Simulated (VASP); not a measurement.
Data:

```
CELL_PARAMETERS angstrom
      0.00000     3.05645     3.05645
      3.05645     0.00000     3.05645
      3.05645     3.05645     0.00000
ATOMIC_POSITIONS crystal
  Ga 0.00000 0.00000 0.00000
  Sb 0.25000 0.25000 0.25000
```

Level of theory: TPSS meta-GGA, VASP's PBE PAW potentials (set 64) (plane waves; VASP). Run with 520 eV cut-off, 10×10×10 Γ-centred mesh, first-order Methfessel-Paxton smearing of 0.10 eV, potentials Ga_d Sb.

**Question.** Give the stress tensor in GPa (positive for a compressed cell).

**Answer.** 
```
1.45  0.00  0.00
0.00  1.45  0.00
0.00  0.00  1.45
```
The pressure is its mean diagonal, 1.45 GPa.

The compound is GaSb in the zinc blende structure. This cell is one point of a volume scan, at 0.97 of the reference volume.
